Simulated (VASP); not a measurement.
Calculation: PBEsol GGA, VASP's PBE PAW potentials (set 64) (plane waves; VASP 6.6.1).

A VASP calculation is set up with these files.

**INCAR**
```
SYSTEM = AgB2
PREC = Accurate
ENCUT = 400
EDIFF = 1E-6
NELM = 100
ALGO = Normal
LREAL = .FALSE.
LASPH = .TRUE.
ISMEAR = 0
SIGMA = 0.05
GGA = PS
LMAXMIX = 4
LWAVE = .FALSE.
LCHARG = .FALSE.
ISIF = 2
```

**POSCAR**
```
AgB2
1.0
  3.0000000000   0.0000000000   0.0000000000
 -1.5000000000   2.5980760000   0.0000000000
  0.0000000000   0.0000000000   3.2400000000
B Ag
2 1
Cart
 -0.0356820000   1.8029140556   1.5534698400
  1.5179145000   0.8034472088   1.6501546800
  0.0177675000  -0.0082852644   0.0363754800
```

**KPOINTS**
```
Automatic mesh
0
G
9 9 7
0 0 0
```

POTCAR, in this order: B Ag (PBE.64 set). Program: vasp_std.

The resulting files:

### OSZICAR
```
       N       E                     dE             d eps       ncg     rms          rms(c)
DAV:   1     0.520427280880E+02    0.52043E+02   -0.71285E+03  7616   0.105E+03
DAV:   2    -0.174730836966E+02   -0.69516E+02   -0.64842E+02  7584   0.230E+02
DAV:   3    -0.190225706112E+02   -0.15495E+01   -0.15355E+01  8284   0.353E+01
DAV:   4    -0.190302053296E+02   -0.76347E-02   -0.76326E-02  7520   0.256E+00
DAV:   5    -0.190302607651E+02   -0.55435E-04   -0.55428E-04  8344   0.206E-01    0.194E+01
DAV:   6    -0.150275601767E+02    0.40027E+01   -0.15098E+01  7768   0.624E+01    0.168E+01
DAV:   7    -0.147434694736E+02    0.28409E+00   -0.20242E+00  7208   0.195E+01    0.850E+00
DAV:   8    -0.146833194080E+02    0.60150E-01   -0.16533E-01  8272   0.469E+00    0.164E+00
DAV:   9    -0.146779950411E+02    0.53244E-02   -0.20105E-02  7664   0.269E+00    0.153E-01
DAV:  10    -0.146772034715E+02    0.79157E-03   -0.27684E-03  7440   0.548E-01    0.709E-02
DAV:  11    -0.146771357858E+02    0.67686E-04   -0.25859E-04  8180   0.264E-01    0.130E-02
DAV:  12    -0.146771377428E+02   -0.19570E-05   -0.22482E-05  7412   0.488E-02    0.384E-03
DAV:  13    -0.146771376065E+02    0.13629E-06   -0.43868E-07  4168   0.931E-03
   1 F= -.14677138E+02 E0= -.14676743E+02  d E =-.789754E-03
```

OUTCAR:
```
------------------------ aborting loop because EDIFF is reached ----------------------------------------
  FORCE on cell =-STRESS in cart. coord.  units (eV):
  Direction    XX          YY          ZZ          XY          YZ          ZX
  --------------------------------------------------------------------------------------
  Total        5.1678921      7.3199811     11.1042789     -0.0547340      0.0525322      0.1190945
  in kB      327.8731895    464.4109254    704.5029695     -3.4725622      3.3328701      7.5558643
  external PRESSURE =     498.9290282 kB  Pullay stress =       0.0000000 kB
  volume of cell :       25.25
      direct lattice vectors                 reciprocal lattice vectors
     3.000000000  0.000000000  0.000000000     0.333333333  0.192450105  0.000000000
    -1.500000000  2.598076000  0.000000000     0.000000000  0.384900211  0.000000000
     0.000000000  0.000000000  3.240000000     0.000000000  0.000000000  0.308641975
 POSITION                                       TOTAL-FORCE (eV/Angst)
 -----------------------------------------------------------------------------------
     -0.03568      1.80291      1.55347         0.097972     -1.778125      1.227542
      1.51791      0.80345      1.65015         0.026325      1.730814     -0.268367
     -1.48223      2.58979      0.03638        -0.124297      0.047310     -0.959175
 -----------------------------------------------------------------------------------
    total drift:                               -0.000126      0.000067      0.000124
  FREE ENERGIE OF THE ION-ELECTRON SYSTEM (eV)
  ---------------------------------------------------
  free  energy   TOTEN  =       -14.6771376065 eV

  energy  without entropy=      -14.6763478529  energy(sigma->0) =      -14.67674273
```
(Selected blocks of OUTCAR.)

At this cut-off the stress carries a Pulay error, which pulls relaxed volumes low.

The structure comes from a measured AgB2 entry of the Crystallography Open Database, whose conditions weren't checked. The cell was not relaxed at this level, atoms are displaced from their ideal sites. The electron count is odd and the run is not spin-polarised, which forces a metal.
